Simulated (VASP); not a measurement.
```
CdO
1.0
    0.00000     2.34224     2.34224
    2.34224     0.00000     2.34224
    2.34224     2.34224     0.00000
Cd O
1 1
Direct
  0.00000   0.00000   0.00000
  0.50000   0.50000   0.50000
```

Calculation: HSE06 screened hybrid, VASP's PBE PAW potentials (set 64) (plane waves; VASP). Numerical set-up: 520 eV cut-off, 8×8×8 Γ-centred mesh, Gaussian smearing of 0.050 eV, potentials Cd O.

Q: Estimate the energy per atom (σ→0), pressure, band gap (on the k-mesh) with the smallest direct gap where there is one.

A: 
```
Property                                     Result
-----------------------------------  --------------
band gap (on the k-mesh)                    0.92 eV
smallest direct gap (on the k-mesh)         2.31 eV
energy per atom (σ→0)                -5.007 eV/atom
pressure                                  37.2 kbar
```

The absolute energy has meaning only against runs of the same code, potentials and settings.

The compound is CdO in the rock salt structure. This cell is one point of a volume scan, at 0.94 of the reference volume. The cell's shape comes from a PBE relaxation.
